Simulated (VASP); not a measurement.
Given:

```
Ta
1.0
    0.00000     2.08790     2.08790
    2.08790     0.00000     2.08790
    2.08790     2.08790     0.00000
Ta
1
Direct
  0.00000   0.00000   0.00000
```

All values below come from PBEsol GGA, VASP's PBE PAW potentials (set 64) (plane waves; VASP). Settings: 400 eV cut-off, Gaussian smearing of 0.050 eV, potentials Ta_pv.

Give the energies of bands 4 to 8 at the high-symmetry points, in eV from the Fermi level.

| band | Γ | X | U | L | W |
|---|---|---|---|---|---|
| 4 | -8.26 | -4.57 | -3.44 | -4.74 | -2.87 |
| 5 | 0.44 | -3.49 | -2.40 | 0.19 | -1.18 |
| 6 | 0.44 | 3.10 | 0.52 | 0.19 | -1.18 |
| 7 | 0.44 | 5.99 | 3.49 | 0.82 | 2.02 |
| 8 | 3.55 | 6.75 | 5.61 | 6.01 | 6.76 |

It has no gap at this level: it comes out as a metal or semimetal.

The structure comes from a measured Ta entry (Fm-3m) of the Crystallography Open Database, whose conditions weren't checked. It was relaxed first.
